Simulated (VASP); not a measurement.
**SnTe: does spin-orbit coupling change the cell?**

Does spin-orbit coupling change the relaxed cell of SnTe? The starting structure is a measured crystal structure from the Crystallography Open Database. The first relaxation on each setting starts from this cell expanded by 3 % in volume.

Calculated with VASP 6.6.1; Kohn-Sham DFT with plane waves and PAW; PBEsol and PBEsol + spin-orbit coupling.

**1. The starting structure**

The structure is cubic, space group Fm-3m (No. 225). Conventional cell: a = 6.313 Å, b = 6.313 Å, c = 6.313 Å, α = 90.00°, β = 90.00°, γ = 90.00°. Nearest to Te lie 6 Sn at 3.16 Å. Nearest to Sn lie 6 Te at 3.16 Å. Farther neighbours and most contacts between anions are not listed.

As a file:

```cif
data_structure
_symmetry_space_group_name_H-M 'Fm-3m'
_symmetry_Int_Tables_number 225
_cell_length_a 6.3130
_cell_length_b 6.3130
_cell_length_c 6.3130
_cell_angle_alpha 90.000
_cell_angle_beta 90.000
_cell_angle_gamma 90.000
_cell_volume 251.60
loop_
_atom_site_label
_atom_site_type_symbol
_atom_site_symmetry_multiplicity
_atom_site_Wyckoff_symbol
_atom_site_fract_x
_atom_site_fract_y
_atom_site_fract_z
_atom_site_occupancy
Te1 Te 4 b 0.50000 0.00000 0.00000 1
Sn1 Sn 4 a 0.00000 0.00000 0.00000 1
```

**2. Relaxation without spin-orbit coupling**

This run starts from the cell of an earlier relaxation, which isn't shown; the restart sets up the plane waves anew.

Contents of INCAR:

```
SYSTEM = SnTe
PREC = Accurate
ENCUT = 450
EDIFF = 1E-06
NELM = 100
ISMEAR = 0
SIGMA = 0.03
LREAL = .FALSE.
ALGO = Normal
GGA = PS
NBANDS = 16
LORBIT = 11
LWAVE = .FALSE.
LCHARG = .FALSE.
KPAR = 4
IBRION = 2
NSW = 50
ISIF = 3
EDIFFG = -0.006
LASPH = .TRUE.
```

Contents of POSCAR:

```
SnTe
1.0
    0.0000000000      3.1432884679      3.1432884679
    3.1432884679      0.0000000000      3.1432884679
    3.1432884679      3.1432884679      0.0000000000
Te Sn
1 1
Direct
    0.5000000000      0.5000000000      0.5000000000
    0.0000000000      0.0000000000      0.0000000000
```

Contents of KPOINTS:

```
Automatic mesh
0
Gamma
6 6 6
0 0 0
```

The projector-augmented-wave data sets are Te and Sn_d (PBE family, release 64).

On the command line:

```bash
> mpirun -np 4 vasp_std
```

The log of the run:

```text
[banner, memory and clock lines left out]
running    4 mpi-ranks, on    1 nodes
 distrk:  each k-point on    1 cores,    4 groups
 distr:  one band on    1 cores,    1 groups

 POSCAR found type information on POSCAR TeSn
 POSCAR found :  2 types and       2 ions
|                                                                             |
|               ----> ADVICE to this user running VASP <----                  |
|                                                                             |
|     You enforced a specific xc type in the INCAR file but a different       |
|     [... a line on the potential file left out ...]
|     I HOPE YOU KNOW WHAT YOU ARE DOING!                                     |
|                                                                             |

 LDA part: xc-table for (Slater+PW92), standard interpolation
 POSCAR, INCAR and KPOINTS ok, starting setup
 FFT: planning ... GRIDC
 FFT: planning ... GRID_SOFT
 FFT: planning ... GRID
 WAVECAR not read
 entering main loop
       N       E                     dE             d eps       ncg     rms          rms(c)
DAV:   1     0.118114409113E+03    0.11811E+03   -0.90552E+03   520   0.134E+03
DAV:   2     0.177493201775E+01   -0.11634E+03   -0.11325E+03   576   0.341E+02
DAV:   3    -0.811367774668E+01   -0.98886E+01   -0.98660E+01   624   0.877E+01
DAV:   4    -0.838533828275E+01   -0.27166E+00   -0.27161E+00   656   0.156E+01
DAV:   5    -0.839672268331E+01   -0.11384E-01   -0.11384E-01   736   0.289E+00    0.538E+00
DAV:   6    -0.834400064176E+01    0.52722E-01   -0.11606E-01   736   0.287E+00    0.337E+00
DAV:   7    -0.834169556695E+01    0.23051E-02   -0.46614E-02   648   0.140E+00    0.669E-01
DAV:   8    -0.834088682316E+01    0.80874E-03   -0.75105E-03   672   0.778E-01    0.161E-01
DAV:   9    -0.834095589361E+01   -0.69070E-04   -0.51740E-04   672   0.218E-01    0.498E-02
DAV:  10    -0.834093831766E+01    0.17576E-04   -0.69906E-05   712   0.830E-02    0.231E-02
DAV:  11    -0.834093765256E+01    0.66510E-06   -0.20046E-05   616   0.399E-02    0.143E-02
DAV:  12    -0.834093753183E+01    0.12073E-06   -0.17290E-06   528   0.130E-02
   1 F= -.83409375E+01 E0= -.83409373E+01  d E =-.834094E+01
 curvature:   0.00 expect dE= 0.000E+00 dE for cont linesearch  0.000E+00
 trial: gam= 0.00000 g(F)=  0.344E-61 g(S)=  0.967E-06 ort = 0.000E+00 (trialstep = 0.100E+01)
 search vector abs. value=  0.967E-06
 reached required accuracy - stopping structural energy minimisation
```

Wall time 7.4 s (4 MPI ranks of AMD EPYC 7R43, shared host); peak memory 0.58 GiB.

Lines that name or quote the potential files are left out of all logs, and their timing lines are given in words.

Parts of OUTCAR (step 2):

```text
ion  position               nearest neighbor table
   1  0.500  0.500  0.500-   2 3.14   2 3.14   2 3.14   2 3.14   2 3.14   2 3.14
   2  0.000  0.000  0.000-   1 3.14   1 3.14   1 3.14   1 3.14   1 3.14   1 3.14

  LATTYP: Found a face centered cubic cell.
 ALAT       =     6.2865769358

 Subroutine GETGRP returns: Found 48 space group operations
 (whereof 48 operations were pure point group operations)

The static configuration has the point symmetry O_h .

 Found     16 irreducible k-points:

   k-points           NKPTS =     16   k-points in BZ     NKDIM =     16   number of bands    NBANDS=     16

   dimension x,y,z NGX =    32 NGY =   32 NGZ =   32
   dimension x,y,z NGXF=    64 NGYF=   64 NGZF=   64

   ENCUT  =  450.0 eV  33.07 Ry    5.75 a.u.   7.69  7.69  7.69*2*pi/ulx,y,z

   NELECT =      20.0000    total number of electrons

 k-points in reciprocal lattice and weights: Automatic mesh
   0.00000000  0.00000000  0.00000000       0.005
   0.16666667  0.00000000  0.00000000       0.037
   0.33333333  0.00000000  0.00000000       0.037
   0.50000000  0.00000000  0.00000000       0.019
   0.16666667  0.16666667  0.00000000       0.028
   0.33333333  0.16666667  0.00000000       0.111
   0.50000000  0.16666667  0.00000000       0.111
  -0.33333333  0.16666667  0.00000000       0.111
  -0.16666667  0.16666667  0.00000000       0.056
[...]
-0.33333333  0.33333333  0.16666667       0.111
  -0.33333333  0.50000000  0.16666667       0.056

 average (electrostatic) potential at core
       1 -87.6303       2-100.3427

 E-fermi :   6.9158

 k-point     1 :       0.0000    0.0000    0.0000
  band No.  band energies     occupation
    ...
      6      -5.9833      2.00000
      7       2.2043      2.00000
      8       4.7390      2.00000
      9       4.7390      2.00000
     10       4.7390      2.00000
     11      10.2369      0.00000
     12      10.2369      0.00000
     13      10.2369      0.00000
     14      11.5947      0.00000
     15      11.5947      0.00000
    ...

 k-point     2 :       0.1667    0.0000    0.0000
  band No.  band energies     occupation
    ...
      6      -5.7486      2.00000
      7       1.0650      2.00000
      8       4.7814      2.00000
      9       4.7814      2.00000
     10       5.4918      2.00000
     11       9.1777      0.00000
     12       9.1777      0.00000
     13       9.2125      0.00000
     14      11.5636      0.00000
     15      12.1594      0.00000
    ...

 k-point     3 :       0.3333    0.0000    0.0000
  band No.  band energies     occupation
    ...
      6      -5.1359      2.00000
      7      -0.6383      2.00000
      8       4.9376      2.00000
      9       4.9376      2.00000
     10       6.2707      2.00000
     11       7.8176      0.00000
     12       7.8176      0.00000
     13       7.8649      0.00000
     14      12.6836      0.00000
     15      13.6952      0.00000
    ...

  Total       -0.0036553     -0.0036553     -0.0036553      0.0000000     -0.0000000     -0.0000000
  in kB       -0.0942881     -0.0942881     -0.0942881      0.0000000     -0.0000000     -0.0000000
  external PRESSURE =      -0.0942881 kB  Pullay stress =       0.0000000 kB

  energy-cutoff  :      450.00
  volume of cell :       62.11
      direct lattice vectors                 reciprocal lattice vectors
     0.000000000  3.143288468  3.143288468    -0.159069078  0.159069078  0.159069078
     3.143288468  0.000000000  3.143288468     0.159069078 -0.159069078  0.159069078
     3.143288468  3.143288468  0.000000000     0.159069078  0.159069078 -0.159069078

 POSITION                                       TOTAL-FORCE (eV/Angst)
 -----------------------------------------------------------------------------------
      3.14329      3.14329      3.14329         0.000000      0.000000     -0.000000
      0.00000      0.00000      0.00000        -0.000000     -0.000000      0.000000
 -----------------------------------------------------------------------------------
    total drift:                                0.000000     -0.000000     -0.000000

  FREE ENERGIE OF THE ION-ELECTRON SYSTEM (eV)
  ---------------------------------------------------
  free  energy   TOTEN  =        -8.3409375318 eV

  energy  without entropy=       -8.3409371598  energy(sigma->0) =       -8.34093735

 reached required accuracy - stopping structural energy minimisation

 total charge
# of ion       s       p       d       tot
------------------------------------------
    1        1.392   1.949   0.031   3.372
    2        1.352   0.752   9.987  12.091
--------------------------------------------------
tot          2.744   2.701  10.018  15.463

[... 3 further parts left out ...]
```

CONTCAR:

```
SnTe
   1.00000000000000
     0.0000000000000000    3.1432884679000002    3.1432884679000002
     3.1432884679000002    0.0000000000000000    3.1432884679000002
     3.1432884679000002    3.1432884679000002    0.0000000000000000
  Te              Sn
     1     1
Direct
     0.5000000000000000    0.5000000000000000    0.5000000000000000
     0.0000000000000000    0.0000000000000000    0.0000000000000000
```

The PAW data sets were made with PBE, which is usual practice but a small mismatch for other functionals. The run keeps the 48 symmetry operations of its start, so it cannot find a distortion of lower symmetry.

Without spin-orbit coupling the relaxed cell holds 31.057 Å³ an atom, with a = 6.287 Å.

**3. Relaxation with spin-orbit coupling**

Against step 2 the input has LNONCOLLINEAR = .TRUE., MAGMOM = 0 0 0 0 0 0, GGA_COMPAT = .FALSE. and LSORBIT = .TRUE. (also changed: NBANDS). This run starts from the cell of an earlier relaxation, which isn't shown; the restart sets up the plane waves anew.

INCAR, as its differences from that of step 2:

```diff
@@ -10,3 +10,8 @@
 GGA = PS
-NBANDS = 16
+LNONCOLLINEAR = .TRUE.
+MAGMOM = 0 0 0 0 0 0
+NBANDS = 32
+GGA_COMPAT = .FALSE.
+LASPH = .TRUE.
+LSORBIT = .TRUE.
 LORBIT = 11
@@ -19,2 +24 @@
 EDIFFG = -0.006
-LASPH = .TRUE.
```

Contents of POSCAR:

```
SnTe
1.0
    0.0000000000      3.1443079541      3.1443079541
    3.1443079541      0.0000000000      3.1443079541
    3.1443079541      3.1443079541      0.0000000000
Te Sn
1 1
Direct
    0.5000000000      0.5000000000      0.5000000000
    0.0000000000      0.0000000000      0.0000000000
```

KPOINTS is that of step 2.

On the command line:

```bash
> mpirun -np 4 vasp_ncl
```

The log of the run:

```text
[banner, memory and clock lines left out]
running    4 mpi-ranks, on    1 nodes
[...]
[... a notice as in an earlier step ...]

 LDA part: xc-table for (Slater+PW92), standard interpolation
 POSCAR, INCAR and KPOINTS ok, starting setup
[...]
entering main loop
       N       E                     dE             d eps       ncg     rms          rms(c)
DAV:   1     0.165546845825E+03    0.16555E+03   -0.82678E+03  1064   0.133E+03
DAV:   2     0.134123960869E+02   -0.15213E+03   -0.14619E+03  1048   0.399E+02
DAV:   3    -0.756394249433E+01   -0.20976E+02   -0.20577E+02  1256   0.129E+02
DAV:   4    -0.850732145785E+01   -0.94338E+00   -0.94210E+00  1168   0.293E+01
[...]
DAV:  10    -0.848996363845E+01   -0.41978E-04   -0.16445E-04  1184   0.748E-02    0.253E-02
DAV:  11    -0.848996520291E+01   -0.15645E-05   -0.63227E-06  1360   0.227E-02    0.139E-02
DAV:  12    -0.848996582739E+01   -0.62448E-06   -0.12545E-06  1016   0.773E-03
   1 F= -.84899658E+01 E0= -.84899658E+01  d E =-.848997E+01  mag=    -0.0000     0.0000    -0.0000
[...]
reached required accuracy - stopping structural energy minimisation
```

The job ended after 27 s (4 MPI ranks; peak memory 1.1 GiB; 1.7 min of CPU time).

OUTCAR, selected parts (step 3):

```text
  Total        0.0079224      0.0079224      0.0079224     -0.0000000      0.0000000     -0.0000000
  in kB        0.2041554      0.2041554      0.2041554     -0.0000000      0.0000000     -0.0000000
  external PRESSURE =       0.2041554 kB  Pullay stress =       0.0000000 kB

 POSITION                                       TOTAL-FORCE (eV/Angst)
 -----------------------------------------------------------------------------------
      3.14431      3.14431      3.14431        -0.000000      0.000000     -0.000000
      0.00000      0.00000      0.00000         0.000000     -0.000000      0.000000
 -----------------------------------------------------------------------------------
    total drift:                                0.000000     -0.000000     -0.000000

  FREE ENERGIE OF THE ION-ELECTRON SYSTEM (eV)
  ---------------------------------------------------
  free  energy   TOTEN  =        -8.4899658274 eV

  energy  without entropy=       -8.4899658274  energy(sigma->0) =       -8.48996583

 magnetization (x)
# of ion       s       p       d       tot
------------------------------------------
    1       -0.000   0.000  -0.000   0.000
    2        0.000  -0.000   0.000   0.000
--------------------------------------------------
tot          0.000   0.000   0.000   0.000

 magnetization (y)
# of ion       s       p       d       tot
------------------------------------------
    1       -0.000   0.000   0.000   0.000
    2        0.000   0.000   0.000   0.000
--------------------------------------------------
tot          0.000   0.000   0.000   0.000

 magnetization (z)
# of ion       s       p       d       tot
------------------------------------------
    1        0.000   0.000   0.000   0.000
    2        0.000   0.000  -0.000   0.000
--------------------------------------------------
tot          0.000   0.000  -0.000   0.000

[... 1 part as in an earlier step ...]

[... 3 further parts left out ...]
[key lines of the parts left out:]
E-fermi :   6.8690
```

With spin-orbit coupling the relaxed cell holds 31.087 Å³ an atom, with a = 6.289 Å.

**4. Comparison**

```csv
run,volume (Å³/atom),a (Å),pressure left (GPa),core minutes
without spin-orbit coupling,31.057,6.2866,-0.009,1.76
with spin-orbit coupling,31.087,6.2886,0.02,6.47
```

Core minutes are wall time times ranks, summed over the relaxations behind a row (those for a bulk modulus apart), on shared hosts.

**5. Results**

```json
{
 "volume without spin-orbit coupling": "31.057 Å³/atom",
 "volume with spin-orbit coupling": "31.087 Å³/atom"
}
```

**Reading.** The run with spin-orbit coupling gives a volume +0.10 % from the one without. The relaxations stop with -0.009 and 0.020 GPa left; at a bulk modulus of 50 GPa, to name a scale, that difference alone shifts the volume by 0.06 %. The k mesh isn't tested here. GGA_COMPAT also differs between the two, which alone can make a change this small. Further runs on this material are not shown.

[Lines on the potential files, build, host, timing and source positions are cut from VASP's logs without a mark.]

[Logs are printed without paths, hosts, clocks, repeated set-up lines and the standing remarks that a program may print on its own settings, such as how far it seeks lower states.]

[Hosts, paths, dates, database ids (printed as entryN), source tags and the programs' standing remarks are cut or masked in the printed files.]
